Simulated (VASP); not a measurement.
VASP ran on this input.

INCAR:
```
SYSTEM = PtS2
PREC = Accurate
ENCUT = 520
EDIFF = 1E-7
NELM = 100
ALGO = Normal
LREAL = .FALSE.
LASPH = .TRUE.
ISMEAR = 0
SIGMA = 0.05
GGA = ML
ZAB_VDW = -1.8867
LUSE_VDW = .TRUE.
AGGAC = 0.0
LMAXMIX = 6
LWAVE = .FALSE.
LCHARG = .FALSE.
ISIF = 4
IBRION = 2
NSW = 30
EDIFFG = -0.01
```

**POSCAR**
```
PtS2
1
    1.8178959328    -3.1486881961     0.0000000000
    1.8178959328     3.1486881961     0.0000000000
    0.0000000000     0.0000000000     5.4008082344
Pt S
1 2
Direct
  0.0000000000   0.0000000000   0.0000000000
  0.3333330000   0.6666670000   0.2341180838
  0.6666670000   0.3333330000   0.7658819162
```

File KPOINTS:
```
Automatic mesh
0
Gamma
7 7 4
0 0 0
```

POTCAR, in this order: Pt S (PBE.64 set). Program: vasp_std.

Task: Write an equivalent input for Quantum ESPRESSO's pw.x.

Result: One equivalent input (not run):
```
&CONTROL
  calculation = 'vc-relax'
  pseudo_dir = './pseudo'
  outdir = './out'
  tprnfor = .true.
  tstress = .true.
  nstep = 30
  forc_conv_thr = 0.00039
/
&SYSTEM
  ibrav = 0
  nat = 3
  ntyp = 2
  ecutwfc = 84
  occupations = 'smearing'
  smearing = 'gaussian'
  degauss = 0.003675
  input_dft = 'vdw-df2'
/
&ELECTRONS
  conv_thr = 7.3e-09
  electron_maxstep = 100
/
&IONS
/
&CELL
  cell_dofree = 'shape'
/
ATOMIC_SPECIES
  Pt 195.084 Pt.upf
  S 32.060 S.upf
CELL_PARAMETERS angstrom
     1.8178959   -3.1486882    0.0000000
     1.8178959    3.1486882    0.0000000
     0.0000000    0.0000000    5.4008082
ATOMIC_POSITIONS crystal
  Pt   0.0000000  0.0000000  0.0000000
  S    0.3333330  0.6666670  0.2341181
  S    0.6666670  0.3333330  0.7658819
K_POINTS automatic
  7 7 4 0 0 0
```
The two are equivalent in intent, not identical: the potentials are each code's own (VASP's PAW set, PseudoDojo norm-conserving files in pw.x), so ENCUT and ecutwfc are chosen apart and not converted; conv_thr bounds pw.x's estimated SCF error, while EDIFF bounds the energy change between steps; forc_conv_thr acts on force components and is met together with etot_conv_thr.

The compound is PtS2 in the 1T layered structure. This cell is one point of a volume scan, at 0.97 of the reference volume. Symmetry was kept, so distortions that lower it aren't found.
